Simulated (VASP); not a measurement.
Energy against volume of BAs (zinc blende). All values below come from optB86b-vdW, VASP's PBE PAW potentials (set 64) (plane waves; VASP 6.6.1). Settings: 520 eV cut-off, 9×9×9 Γ-centred mesh, Gaussian smearing of 0.050 eV, potentials B As.

```json
[
 {"V (Å³/atom)": "13.068", "E (eV/atom)": "-4.65688"},
 {"V (Å³/atom)": "13.485", "E (eV/atom)": "-4.67473"},
 {"V (Å³/atom)": "13.902", "E (eV/atom)": "-4.68034"},
 {"V (Å³/atom)": "14.319", "E (eV/atom)": "-4.67546"}
]
```

**Question.** Fit these four points and predict the energy of the run at 14.736 Å³/atom.

**Answer.** A cubic in V^(−2/3), the third-order Birch-Murnaghan form, passes through the four points with V0 = 13.91 Å³/atom and B0 = 134 GPa, and gives -4.6616 eV/atom there. The run gave -4.6616 eV/atom, -0.0 meV/atom from the fit; all five points give B0 = 134 GPa.

The compound is BAs in the zinc blende structure. It was relaxed first.
